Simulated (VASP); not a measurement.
These are PBE GGA, VASP's PBE PAW potentials (set 64) (plane waves; VASP 6.6.1) values and carry that method's errors.

The input files of a VASP run:

**KPOINTS**
```
Automatic mesh
0
Gamma
8 8 4
0 0 0
```

### INCAR
```
! general
SYSTEM  = Be2Ge
PREC    = Accurate
ENCUT   = 400
LREAL   = F
LASPH   = T

! electronic loop
EDIFF   = 1E-6
NELM    = 100
ALGO    = Normal
LMAXMIX = 4

! smearing
ISMEAR  = 1
SIGMA   = 0.1

! functional
GGA     = PE

! ions
ISIF    = 2

! output
LWAVE   = F
LCHARG  = F
```

POSCAR:
```
Be2Ge
1.0
  3.3816690000   0.0000000000   0.0000000000
 -1.6908350000   2.9286110000   0.0000000000
  0.0000000000   0.0000000000   5.4553340000
Ge Be
1 2
direct
  0.0000000000   0.0000000000   0.0000000000
  0.3333330000   0.6666670000   0.2520000000
  0.6666670000   0.3333330000   0.7480000000
```

POTCAR, in this order: Ge_d Be (PBE.64 set). Program: vasp_std.

The resulting files:

**OSZICAR**
```
       N       E                     dE             d eps       ncg     rms          rms(c)
DAV:   1     0.766442089003E+02    0.76644E+02   -0.82218E+03   935   0.218E+03
DAV:   2     0.180624227046E-01   -0.76626E+02   -0.74209E+02   955   0.394E+02
DAV:   3    -0.898960320433E+01   -0.90077E+01   -0.88577E+01  1150   0.974E+01
DAV:   4    -0.923064829666E+01   -0.24105E+00   -0.24031E+00  1050   0.181E+01
DAV:   5    -0.923512942358E+01   -0.44811E-02   -0.44807E-02  1155   0.268E+00    0.270E+00
DAV:   6    -0.894454391303E+01    0.29059E+00   -0.56934E-01  1065   0.265E+00    0.128E+00
DAV:   7    -0.891626845427E+01    0.28275E-01   -0.86734E-02  1125   0.289E+00    0.506E-01
DAV:   8    -0.891455042533E+01    0.17180E-02   -0.12424E-02  1130   0.113E+00    0.817E-02
DAV:   9    -0.891447276635E+01    0.77659E-04   -0.18406E-03  1080   0.543E-01    0.258E-02
DAV:  10    -0.891448271175E+01   -0.99454E-05   -0.57113E-05  1115   0.832E-02    0.116E-02
DAV:  11    -0.891448268144E+01    0.30311E-07   -0.36560E-06  1055   0.229E-02
   1 F= -.89144827E+01 E0= -.89140579E+01  d E =-.127444E-02
```

**OUTCAR**
```
------------------------ aborting loop because EDIFF is reached ----------------------------------------
  FORCE on cell =-STRESS in cart. coord.  units (eV):
  Direction    XX          YY          ZZ          XY          YZ          ZX
  --------------------------------------------------------------------------------------
  Total       -1.4549147     -1.4549145     -3.1946463      0.0000002     -0.0000000      0.0000000
  in kB      -43.1453497    -43.1453420    -94.7369146      0.0000074     -0.0000000      0.0000000
  external PRESSURE =     -60.3425354 kB  Pullay stress =       0.0000000 kB
  volume of cell :       54.03
      direct lattice vectors                 reciprocal lattice vectors
     3.381669000  0.000000000  0.000000000     0.295711969  0.170729451  0.000000000
    -1.690835000  2.928611000  0.000000000     0.000000000  0.341458801  0.000000000
     0.000000000  0.000000000  5.455334000     0.000000000  0.000000000  0.183306833
 POSITION                                       TOTAL-FORCE (eV/Angst)
 -----------------------------------------------------------------------------------
      0.00000      0.00000      0.00000        -0.000000      0.000000      0.000000
     -0.00000      1.95241      1.37474        -0.000000     -0.000000      0.247779
      1.69084      0.97620      4.08059         0.000000      0.000000     -0.247779
 -----------------------------------------------------------------------------------
    total drift:                                0.000000      0.000000     -0.000000
  FREE ENERGIE OF THE ION-ELECTRON SYSTEM (eV)
  ---------------------------------------------------
  free  energy   TOTEN  =        -8.9144826814 eV

  energy  without entropy=       -8.9132082447  energy(sigma->0) =       -8.91405787
```
(Selected blocks of OUTCAR.)

The structure was generated: Be2Ge was put into the CdI2 type (P-3m1), which need not be its known phase. The cell was not relaxed at this level.
